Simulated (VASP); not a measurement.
# ErO (P6_3/mmc) in VASP: reference runs

Aim: a first look at ErO with PBE, on the cell as given.

Everything below comes from runs of VASP 6.6.1. Logs are shortened: lines on timing, memory, paths and dates and some standing lists are left out, and cuts for length are marked.

## 1. The structure

Symmetry: P6_3/mmc, No. 194, hexagonal system. Conventional cell: a = 3.963 Å, b = 3.963 Å, c = 4.761 Å, α = 90.00°, β = 90.00°, γ = 120.00°. Er (site symmetry -6m2) is surrounded by 5 O at 2.29 to 2.38 Å. Around O (site symmetry -6m2) lie 5 Er at 2.29 to 2.38 Å.

The cell comes from a database or a generator and needn't be the stable form of this composition.

## 2. Single point, PBE, collinear spin, ferromagnetic start

Input file INCAR:

```
SYSTEM = ErO
PREC     = Accurate       ! precision mode
ENCUT    = 520            ! plane-wave cutoff, eV
EDIFF    = 1E-7           ! SCF threshold, eV
ISMEAR   = -1             ! smearing method
SIGMA    = 0.05           ! smearing width, eV
LREAL    = .FALSE.        ! projectors in reciprocal space
LASPH    = .TRUE.         ! aspherical terms in the spheres
NELM     = 100            ! most SCF steps
ALGO     = Normal         ! electronic algorithm
ISIF     = 2              ! what is computed and relaxed
LWAVE    = .FALSE.        ! write WAVECAR
LCHARG   = .FALSE.        ! write CHGCAR
ISPIN    = 2              ! spin polarisation
MAGMOM   = 3 3 0 0        ! initial moments
LORBIT   = 11             ! projections on sites
LMAXMIX  = 6              ! l up to which the mixer works
GGA      = PE             ! functional
NBANDS   = 40             ! bands
```

Input file KPOINTS:

```
Automatic mesh
0
G
  8 8 6
  0 0 0
```

Input file POSCAR:

```
ErO
1.0
    3.9632456893      0.0000000000      0.0000000000
   -1.9816228447      3.4322714484      0.0000000000
    0.0000000000      0.0000000000      4.7608200000
Er O
2 2
Direct
    0.6666666667      0.3333333333      0.2500000000
    0.3333333333      0.6666666667      0.7500000000
    0.6666666667      0.3333333333      0.7500000000
    0.3333333333      0.6666666667      0.2500000000
```

Potentials or basis: VASP PAW PBE potentials, release 64 (Er, O).

Started as:

```console
cat potpaw_PBE.64/Er/POTCAR potpaw_PBE.64/O/POTCAR > POTCAR
mpirun -np 1 vasp_std > vasp.out
```

OUTCAR:

```text
SYSTEM = ErO
   PREC = Accurate
   ENCUT = 520
   EDIFF = 1E-7
   ISMEAR = -1
   LREAL = .FALSE.
   LASPH = .TRUE.
   NELM = 100
   ISIF = 2
   ISPIN = 2
   LORBIT = 11
   GGA = PE

 ion  position               nearest neighbor table
   1  0.667  0.333  0.250-   4 2.29   4 2.29   4 2.29   3 2.38   3 2.38   2 3.30   2 3.30   2 3.30
                             2 3.30   2 3.30   2 3.30
   2  0.333  0.667  0.750-   3 2.29   3 2.29   3 2.29   4 2.38   4 2.38   1 3.30   1 3.30   1 3.30
                             1 3.30   1 3.30   1 3.30
   3  0.667  0.333  0.750-   2 2.29   2 2.29   2 2.29   1 2.38   1 2.38
   4  0.333  0.667  0.250-   1 2.29   1 2.29   1 2.29   2 2.38   2 2.38

  LATTYP: Found a hexagonal cell.
 ALAT       =     3.9632456893
 C/A-ratio  =     1.2012427120

  Lattice vectors:

 A1 = (   3.9632456893,   0.0000000000,   0.0000000000)
 A2 = (  -1.9816228447,   3.4322714484,   0.0000000000)
 A3 = (   0.0000000000,   0.0000000000,   4.7608200000)

Analysis of symmetry for initial positions (statically):
=====================================================================
 Subroutine PRICEL returns:
 Original cell was already a primitive cell.

 Routine SETGRP: Setting up the symmetry group for a
 hexagonal supercell.

 Subroutine GETGRP returns: Found 24 space group operations
 (whereof 12 operations were pure point group operations)
 out of a pool of 24 trial point group operations.

The static configuration has the point symmetry D_3d.
 The point group associated with its full space group is D_6h.

Analysis of symmetry for dynamics (positions and initial velocities):
=====================================================================
 Subroutine PRICEL returns:
 Original cell was already a primitive cell.

 Routine SETGRP: Setting up the symmetry group for a
 hexagonal supercell.

 Subroutine GETGRP returns: Found 24 space group operations
 (whereof 12 operations were pure point group operations)
 out of a pool of 24 trial point group operations.

The dynamic configuration has the point symmetry D_3d.
 The point group associated with its full space group is D_6h.

Analysis of structural, dynamic, and magnetic symmetry:
=====================================================================
 Subroutine PRICEL returns:
 Original cell was already a primitive cell.

 Routine SETGRP: Setting up the symmetry group for a
 hexagonal supercell.

 Subroutine GETGRP returns: Found 24 space group operations
 (whereof 12 operations were pure point group operations)
 out of a pool of 24 trial point group operations.

The overall configuration has the point symmetry D_3d.
 The point group associated with its full space group is D_6h.

 Subroutine INISYM returns: Found 24 space group operations
 (whereof 12 operations are pure point group operations),
 and found     1 'primitive' translations

----------------------------------------------------------------------------------------

                                     Primitive cell

  volume of cell :      64.7611

  direct lattice vectors                    reciprocal lattice vectors
     3.963245689  0.000000000  0.000000000     0.252318448  0.145676124  0.000000000
    -1.981622845  3.432271448  0.000000000     0.000000000  0.291352247  0.000000000
     0.000000000  0.000000000  4.760820000     0.000000000  0.000000000  0.210047849

  length of vectors
     3.963245689  3.963245689  4.760820000     0.291352247  0.291352247  0.210047849

  position of ions in fractional coordinates (direct lattice)
     0.666666667  0.333333333  0.250000000
     0.333333333  0.666666667  0.750000000
     0.666666667  0.333333333  0.750000000
     0.333333333  0.666666667  0.250000000

  ion indices of the primitive-cell ions
   primitive index   ion index
                 1           1
                 2           2
                 3           3
                 4           4

----------------------------------------------------------------------------------------

 KPOINTS: Automatic mesh

Automatic generation of k-mesh.
 Grid dimensions read from file:
 generate k-points for:    8    8    6

 Generating k-lattice:

  Cartesian coordinates                     Fractional coordinates (reciprocal lattice)
     0.031539806  0.018209515  0.000000000     0.125000000  0.000000000  0.000000000
     0.000000000  0.036419031  0.000000000     0.000000000  0.125000000  0.000000000
     0.000000000  0.000000000  0.035007975     0.000000000  0.000000000  0.166666667

  Length of vectors
     0.036419031  0.036419031  0.035007975

  Shift w.r.t. Gamma in fractional coordinates (k-lattice)
     0.000000000  0.000000000  0.000000000

 Subroutine IBZKPT returns following result:
 ===========================================

 Found     40 irreducible k-points:

 Following reciprocal coordinates:
            Coordinates               Weight
  0.000000  0.000000  0.000000      1.000000
  0.125000  0.000000  0.000000      6.000000
  0.250000  0.000000  0.000000      6.000000
  0.375000  0.000000  0.000000      6.000000
  0.500000  0.000000  0.000000      3.000000
  0.125000  0.125000  0.000000      6.000000
[... 16 lines left out ...]
  0.250000  0.000000  0.333333     12.000000
  0.375000  0.000000  0.333333     12.000000
 [... further k-points ...]
   k-points           NKPTS =     40   k-points in BZ     NKDIM =     40   number of bands    NBANDS=     40
   number of dos      NEDOS =    301   number of ions     NIONS =      4
   total plane-waves  NPLWV =  32400
   dimension x,y,z NGX =    30 NGY =   30 NGZ =   36
   dimension x,y,z NGXF=    60 NGYF=   60 NGZF=   72
   ions per type =               2   2
   NGX,Y,Z   is equivalent  to a cutoff of  12.58, 12.58, 12.57 a.u.
   NGXF,Y,Z  is equivalent  to a cutoff of  25.17, 25.17, 25.14 a.u.
 SYSTEM =  ErO
   PREC   = accura    normal or accurate (medium, high low for compatibility)
   ISTART =      0    job   : 0-new  1-cont  2-samecut
   ICHARG =      2    charge: 1-file 2-atom 10-const
   ISPIN  =      2    spin polarized calculation?
   LNONCOLLINEAR =      F non collinear calculations
   LSORBIT =      F    spin-orbit coupling
   LASPH  =      T    aspherical Exc in radial PAW
   ENCUT  =  520.0 eV  38.22 Ry    6.18 a.u.   7.37  7.37  8.85*2*pi/ulx,y,z
   NELM   =    100;   NELMIN=  2; NELMDL= -5     # of ELM steps
   EDIFF  = 0.1E-06   stopping-criterion for ELM
   LREAL  =      F    real-space projection
[... 7 lines left out ...]
   TEBEG  =    0.0;   TEEND  =   0.0 temperature during run
   PSTRESS=    0.0 pullay stress
   NELECT =      56.0000    total number of electrons
   NUPDOWN=      -1.0000    fix difference up-down
   EMIN   =  10.00;   EMAX   =-10.00  energy-range for DOS
   EFERMI =   0.00;   METHOD = LEGACY
   ISMEAR =    -1;   SIGMA  =   0.05  broadening in eV -4-tet -1-fermi 0-gaus
   EFERMI_NEDOS =   21; number of points for ismear=-14 and -15
   IALGO  =     38    algorithm
   IMIX   =      4    mixing-type and parameters
     AMIX     =   0.40;   BMIX     =  1.00
     AMIX_MAG =   1.60;   BMIX_MAG =  1.00
  volume/ion in A,a.u.               =      16.19       109.26
  Fermi-wavevector in a.u.,A,eV,Ry     =   1.559670  2.947349 33.097130  2.432570
  Thomas-Fermi vector in A             =   2.662994
   LORBIT       =     11    0 simple, 1 ext, 2 COOP (PROOUT), +10 PAW based schemes
   GGA     = PE    functional components
   LHFCALC =     F    Hartree Fock is set to
   AEXX    =    0.0000 exact exchange contribution
   IVDW    =     0    specifies the selected vdW correction
   LEPSILON=     F    determine dielectric tensor
   LRPA    =     F    only Hartree local field effects (RPA)
 spin polarized calculation
  energy-cutoff  :      520.00
  volume of cell :       64.76
 maximum number of plane-waves:      1767
 NGX is ok and might be reduce to    30
   NGX = 15   NGY = 15   NGZ = 17

 number of electron      55.9999997 magnetization       4.1856041

 Free energy of the ion-electron system (eV)
  ---------------------------------------------------
  ext. energy  EPLUGINS =         0.00000000
  ---------------------------------------------------
  free energy    TOTEN  =       -31.61432914 eV

  energy without entropy =      -31.52906567  energy(sigma->0) =      -31.57169740

 E-fermi :   4.3075     XC(G=0): -10.9841

 val. band max:        4.3061655283   @ k =   0.3750   0.2500   0.3333
 cond. band min:       4.3085666811   @ k =   0.3750   0.0000   0.0000
 fundamental gap:      0.0024011528
 Fermi energy:         4.3074616201

 spin component 1

 k-point     1 :       0.0000    0.0000    0.0000
  band No.  band energies     occupation
      1     -45.1342      1.00000
      2     -45.0179      1.00000
      3     -19.8707      1.00000
      4     -19.3643      1.00000
      5     -19.3643      1.00000
      6     -19.0377      1.00000
[... 32 lines left out ...]
     39       9.9136      0.00000
     40      10.9233      0.00000

 k-point     2 :       0.1250    0.0000    0.0000
  band No.  band energies     occupation
      1     -45.1290      1.00000
      2     -45.0205      1.00000
      3     -19.8379      1.00000
      4     -19.4588      1.00000
      5     -19.3855      1.00000
      6     -19.1590      1.00000
[... 935 lines left out ...]
     39      10.3549      0.00000
     40      11.2491      0.00000

 k-point    24 :       0.3750    0.0000    0.3333
  band No.  band energies     occupation
      1     -45.0824      1.00000
      2     -45.0538      1.00000
      3     -20.2344      1.00000
      4     -20.1020      1.00000
      5     -19.3688      1.00000
      6     -19.1607      1.00000
[... 32 lines left out ...]
     39      10.6083      0.00000
     40      10.7034      0.00000

 [... further k-points ...]

 spin component 2

 k-point     1 :       0.0000    0.0000    0.0000
  band No.  band energies     occupation
      1     -44.1154      1.00000
      2     -43.9873      1.00000
      3     -19.2156      1.00000
      4     -18.7226      1.00000
      5     -18.7226      1.00000
      6     -18.3706      1.00000
[... 32 lines left out ...]
     39       9.9149      0.00000
     40      10.0803      0.00000

 k-point     2 :       0.1250    0.0000    0.0000
  band No.  band energies     occupation
      1     -44.1096      1.00000
      2     -43.9901      1.00000
      3     -19.1797      1.00000
      4     -18.8436      1.00000
      5     -18.7464      1.00000
      6     -18.5274      1.00000
[... 935 lines left out ...]
     39      10.3830      0.00000
     40      11.4783      0.00000

 k-point    24 :       0.3750    0.0000    0.3333
  band No.  band energies     occupation
      1     -44.0579      1.00000
      2     -44.0265      1.00000
      3     -19.7133      1.00000
      4     -19.5801      1.00000
      5     -18.7313      1.00000
      6     -18.4891      1.00000
[... 32 lines left out ...]
     39      10.6185      0.00000
     40      10.8452      0.00000

 [... further k-points ...]
[... 5 lines left out ...]
  --------------------------------------------------------------------------------------
  -------------------------------------------------------------------------------------
  Total        1.5385585      1.5385585      2.4928436     -0.0000000      0.0000000      0.0000000
  in kB       38.0636309     38.0636309     61.6724551     -0.0000000      0.0000000      0.0000000
  external PRESSURE =      45.9332390 kB  Pullay stress =       0.0000000 kB

 VOLUME and BASIS-vectors are now :
 -----------------------------------------------------------------------------
  energy-cutoff  :      520.00
  volume of cell :       64.76
      direct lattice vectors                 reciprocal lattice vectors
     3.963245689  0.000000000  0.000000000     0.252318448  0.145676124  0.000000000
    -1.981622845  3.432271448  0.000000000     0.000000000  0.291352247  0.000000000
     0.000000000  0.000000000  4.760820000     0.000000000  0.000000000  0.210047849

 POSITION                                       TOTAL-FORCE (eV/Angst)
 -----------------------------------------------------------------------------------
      1.98162      1.14409      1.19020        -0.000000      0.000000     -0.000000
     -0.00000      2.28818      3.57062         0.000000      0.000000     -0.000000
      1.98162      1.14409      3.57062         0.000000      0.000000      0.000000
     -0.00000      2.28818      1.19020        -0.000000      0.000000      0.000000
 -----------------------------------------------------------------------------------
    total drift:                               -0.000000      0.000000     -0.000000

  FREE ENERGIE OF THE ION-ELECTRON SYSTEM (eV)
  ---------------------------------------------------
  free  energy   TOTEN  =       -31.6143291403 eV

  energy  without entropy=      -31.5290656690  energy(sigma->0) =      -31.57169740

 total charge

# of ion       s       p       d       f       tot
--------------------------------------------------
    1        2.066   5.826   0.450  11.414  19.755
    2        2.066   5.826   0.450  11.414  19.755
    3        1.560   3.468   0.000   0.000   5.028
    4        1.560   3.468   0.000   0.000   5.028
--------------------------------------------------
tot          7.251  18.588   0.899  22.827  49.565

 magnetization (x)

# of ion       s       p       d       f       tot
--------------------------------------------------
    1       -0.004  -0.028  -0.040   2.394   2.322
    2       -0.004  -0.028  -0.040   2.394   2.322
    3       -0.003  -0.019   0.000   0.000  -0.022
    4       -0.003  -0.019   0.000   0.000  -0.022
--------------------------------------------------
tot         -0.013  -0.094  -0.080   4.787   4.600
```

Run time: 13 min. Hardware: 1 thread of Intel Xeon Platinum 8488C (Sapphire Rapids), shared host; peak memory 0.32 GiB.

What came out:

| Item | Value |
| --- | --- |
| Free energy | -31.6143 eV |
| Pressure | 4.6 GPa |
| Band gap on the k mesh | none (metal or under the smearing width) |
| Net moment | 4.19 μB per cell |
| Site moments | Er +2.32; O -0.02 μB |
| Valence electrons inside the program's atomic spheres | Er 19.75; O 5.03 |

Levels at points of the mesh, in eV from the Fermi level:
Spin up:
| k point | band 27 | band 28 | band 29 | band 30 | band 31 | band 32 | band 33 | band 34 |
| --- | --- | --- | --- | --- | --- | --- | --- | --- |
| (0.00, 0.00, 0.00) | -1.78 | -1.75 | -1.64 | -1.64 | -0.73 | 2.07 | 2.07 | 4.23 |
| (0.50, 0.00, 0.00) | -1.77 | -1.74 | -1.65 | -1.49 | 0.81 | 0.83 | 1.15 | 3.94 |
| (0.00, 0.00, 0.50) | -1.79 | -1.79 | -1.76 | -1.76 | 1.12 | 1.12 | 4.43 | 4.43 |
| (0.50, 0.00, 0.50) | -1.81 | -1.81 | -1.70 | -1.70 | 1.58 | 1.58 | 3.83 | 3.83 |
Spin down:
```
           k point  band 23  band 24  band 25  band 26  band 27  band 28  band 29  band 30
(0.00, 0.00, 0.00)    -0.49    -0.18    -0.18    -0.16    -0.16     0.25     0.43     0.57
(0.50, 0.00, 0.00)    -0.38    -0.35    -0.16     0.01     0.05     0.23     0.30     0.52
(0.00, 0.00, 0.50)    -0.40    -0.40    -0.08    -0.08    -0.08    -0.08     0.52     0.52
(0.50, 0.00, 0.50)    -0.26    -0.26    -0.04    -0.04     0.21     0.21     0.50     0.50
```

Caveat: the magnetic or orbital state may not be the lowest; spin-orbit coupling is left out, which moves the levels of the heavy elements; without U or exact exchange the open f shell lies at the Fermi level, which spoils levels, moments and volumes. With open d or f shells a metallic result of PBE can be an artefact of self-interaction; +U or a hybrid may open a gap.

(Continued in part 2 of 2.)
